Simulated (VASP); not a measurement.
Here is the system:

```
CELL_PARAMETERS angstrom
      1.60440    -2.77890     0.00000
      1.60440     2.77890     0.00000
      0.00000     0.00000    16.13488
ATOMIC_POSITIONS crystal
  Mo 0.33333 0.66667 0.25000
  Mo 0.66667 0.33333 0.75000
  S  0.33333 0.66667 0.84685
  S  0.66667 0.33333 0.34685
  S  0.66667 0.33333 0.15315
  S  0.33333 0.66667 0.65315
```

Computed with RPBE GGA, VASP's PBE PAW potentials (set 64) (plane waves; VASP 6.6.1). Numerical set-up: 520 eV cut-off, 7×7×2 Γ-centred mesh, Gaussian smearing of 0.050 eV, potentials Mo_sv S.

Without a dispersion term in the relaxation, distances and binding between the weakly bound layers, chains or molecules are unreliable, and so is what depends on them.

### Question
What does the run give for the energy per atom (σ→0)?

### Answer

* **energy per atom (σ→0)**: -6.886 eV/atom

Only differences to runs with the same potentials and settings are physical.

The compound is MoS2 in the 2H layered structure. It was relaxed first, which changed the volume by +35 %. The start is the result of an earlier pass.
